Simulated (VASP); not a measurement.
Runs of VASP 6.6.1 on PdC. All rows change the cell; the cell of one of them follows. The structure is cubic, space group Pm-3m (No. 221). The conventional cell has a = 2.770 Å, b = 2.770 Å, c = 2.770 Å, α = 90.00°, β = 90.00°, γ = 90.00°. Pd (site symmetry m-3m) is surrounded by 8 C at 2.40 Å. C (site symmetry m-3m) is surrounded by 8 Pd at 2.40 Å. The cell was built by a generator and needn't be a form met in nature.

| task | cell | k mesh | cutoff (eV) | mesh quality | gap on the mesh (eV) | pressure (GPa) | relaxed volume (Å³/atom) |
| --- | --- | --- | --- | --- | --- | --- | --- |
| single point | random cell by space group and Wyckoff sites (Pm-3m, No. 221) | 6 × 6 × 6 | 520 | coarse | none | -0.3 | - |
| single point | random cell by space group and Wyckoff sites (Pm-3m, No. 221) | 20 × 20 × 20 | 520 | not flagged | none | -0.2 | - |
| relaxation of cell and atoms | relaxed from: random cell by space group and Wyckoff sites (Pm-3m, No. 221) | 6 × 6 × 6 | 600 | not flagged | none | 0.4 | (a) |
| relaxation of cell and atoms | relaxed from: random cell by space group and Wyckoff sites (Pm-3m, No. 221) | 20 × 20 × 20 | 600 | not flagged | none | 0.0 | 10.63 |

Alike in all rows: level PBE; potentials or basis VASP PAW PBE potentials, release 64 (Pd, C); no spin polarisation; smearing gaussian 0.1 eV.

**Question.** Estimate the missing entries.

**Answer.** (a) 10.58.

Caveats: some runs use coarse meshes; the volume moved by over 15 % at a fixed basis, so the end points are rough (some runs).

A k mesh can miss the band edges, and the runs leave out spin-orbit coupling on Pd.

A gap of «none» marks a metal or a gap under the smearing width.
